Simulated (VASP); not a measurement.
All values below come from revTPSS meta-GGA, VASP's PBE PAW potentials (set 64) (plane waves; VASP).

The input files of a VASP run:

**INCAR**
```
LREAL  =  .False.
LMIXTAU  =  .True.
LWAVE  =  .False.
ALGO  =  Normal
NSW  =  60   ! most ionic steps
NELM  =  100
SIGMA  =  0.05   ! width (eV)
PREC  =  Accurate
EDIFFG  =  -0.01   ! ionic stop
METAGGA  =  RTPSS
ISMEAR  =  0   ! Gaussian
LMAXMIX  =  4   ! l cut-off of mixed one-centre charges
ISIF  =  3
LASPH  =  .True.
IBRION  =  2   ! conjugate gradients
ENCUT  =  520
EDIFF  =  1E-6   ! SCF stop (eV)
SYSTEM  =  InP
LCHARG  =  .False.
```

File KPOINTS:
```
Automatic mesh
0
Gamma
7 7 7
0 0 0
```

POSCAR:
```
InP
1
    0.0000000000     2.9584802915     2.9584802915
    2.9584802915    -0.0000000000     2.9584802915
    2.9584802915     2.9584802915     0.0000000000
In P
1 1
Direct
  0.0000000000   0.0000000000   0.0000000000
  0.2500000000   0.2500000000   0.2500000000
```

POTCAR, in this order: In_d P (PBE.64 set). Program: vasp_std.

Output of the run:

**OSZICAR**
```
       N       E                     dE             d eps       ncg     rms          rms(c)
DAV:   1     0.196850176349E+03    0.19685E+03   -0.62142E+04   520   0.201E+05
DAV:   2     0.191938987740E+02   -0.17766E+03   -0.17263E+03   724   0.398E+02
DAV:   3     0.188651765160E+01   -0.17307E+02   -0.17019E+02   785   0.139E+02
DAV:   4    -0.489383847300E+01   -0.67804E+01   -0.72851E+01   765   0.304E+01
DAV:   5    -0.495854683282E+01   -0.64708E-01   -0.14404E+02   765   0.206E+01    0.184E+01
DAV:   6     0.801290410272E+01    0.12971E+02   -0.47714E+01   631   0.735E+01    0.621E+00
DAV:   7     0.769389998158E+01   -0.31900E+00   -0.12777E+00   764   0.110E+01    0.421E+00
DAV:   8     0.838943823378E+01    0.69554E+00   -0.10384E+00   555   0.144E+01    0.154E+00
DAV:   9     0.773281191436E+01   -0.65663E+00   -0.45145E-01   520   0.884E+00    0.121E+00
DAV:  10     0.788371351921E+01    0.15090E+00   -0.53009E-02   580   0.313E+00    0.709E-01
DAV:  11     0.772877569615E+01   -0.15494E+00   -0.63554E-02   540   0.412E+00    0.151E-01
DAV:  12     0.772687875060E+01   -0.18969E-02   -0.82715E-03   615   0.995E-01    0.204E-01
DAV:  13     0.772568661050E+01   -0.11921E-02   -0.67477E-04   568   0.277E-01    0.108E-01
DAV:  14     0.772609552769E+01    0.40892E-03   -0.57559E-04   545   0.407E-01    0.895E-02
DAV:  15     0.772551767701E+01   -0.57785E-03   -0.19865E-04   540   0.148E-01    0.304E-02
DAV:  16     0.772550374498E+01   -0.13932E-04   -0.45229E-05   660   0.123E-01    0.180E-02
DAV:  17     0.772547458343E+01   -0.29162E-04   -0.17411E-05   545   0.711E-02    0.743E-03
DAV:  18     0.772547065723E+01   -0.39262E-05   -0.35983E-06   550   0.239E-02    0.323E-03
DAV:  19     0.772546918757E+01   -0.14697E-05   -0.10894E-06   415   0.185E-02    0.814E-04
DAV:  20     0.772546895154E+01   -0.23603E-06   -0.20378E-07   295   0.582E-03
   1 F= 0.77254690E+01 E0= 0.77254690E+01  d E =0.772547E+01
```

File OUTCAR:
```
------------------------ aborting loop because EDIFF is reached ----------------------------------------
  FORCE on cell =-STRESS in cart. coord.  units (eV):
  Direction    XX          YY          ZZ          XY          YZ          ZX
  --------------------------------------------------------------------------------------
  Total        0.0006080      0.0006080      0.0006080     -0.0000000     -0.0000000     -0.0000000
  in kB        0.0188100      0.0188100      0.0188100     -0.0000000     -0.0000000     -0.0000000
  external PRESSURE =       0.0188100 kB  Pullay stress =       0.0000000 kB
  volume of cell :       51.79
      direct lattice vectors                 reciprocal lattice vectors
     0.000000000  2.958480291  2.958480291    -0.169005689  0.169005689  0.169005689
     2.958480291  0.000000000  2.958480291     0.169005689 -0.169005689  0.169005689
     2.958480291  2.958480291  0.000000000     0.169005689  0.169005689 -0.169005689
  FREE ENERGIE OF THE ION-ELECTRON SYSTEM (eV)
  ---------------------------------------------------
  free  energy   TOTEN  =         7.7254689515 eV

  energy  without entropy=        7.7254689515  energy(sigma->0) =        7.72546895

 reached required accuracy - stopping structural energy minimisation
```
(Selected blocks of OUTCAR.)

The compound is InP in the zinc blende structure. It was relaxed first. The start is the result of an earlier pass.
